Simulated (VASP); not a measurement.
A convergence study with VASP on BeS (zinc blende): a few settings are varied, all else stays as given below, so the limit is that of these other settings.

```xyz
2
Lattice="0.0000 2.4350 2.4350 2.4350 0.0000 2.4350 2.4350 2.4350 0.0000" Properties=species:S:1:pos:R:3 pbc="T T T"
Be     0.0000     0.0000     0.0000
S      1.2175     1.2175     1.2175
```

The numbers are results of HSE06 screened hybrid, VASP's PBE PAW potentials (set 64) (plane waves; VASP 6.6.1), not measurements. The last row used: 520 eV cut-off, 4×4×4 Γ-centred mesh, Gaussian smearing of 0.050 eV, potentials Be S.

Gaps are read on the run's mesh, which can miss a band edge.

| setting | E (eV/atom) | pressure (GPa) | gap on the mesh (eV) | electronic steps |
|---|---|---|---|---|
| ENCUT = 300, PRECFOCK = Fast | -5.6806 | -0.84 | 4.110 | 19 |
| ENCUT = 520, PRECFOCK = Fast | -5.6831 | -0.68 | 4.108 | 19 |
| ENCUT = 300, PRECFOCK = Normal | -5.6806 | -0.84 | 4.110 | 19 |
| ENCUT = 400, PRECFOCK = Normal | -5.6822 | -0.68 | 4.107 | 19 |
| ENCUT = 520, PRECFOCK = Normal | -5.6831 | -0.68 | 4.108 | 19 |
| ENCUT = 300, PRECFOCK = Accurate | -5.6806 | -0.84 | 4.110 | 19 |
| ENCUT = 400, PRECFOCK = Accurate | -5.6822 | -0.68 | 4.107 | 19 |
| ENCUT = 520, PRECFOCK = Accurate | -5.6831 | -0.68 | 4.108 | 19 |

Left out are rungs that failed or repeat a setting and relaxations that didn't move; long series are thinned to 24 rows.

The compound is BeS in the zinc blende structure. The cell was not relaxed at this level.
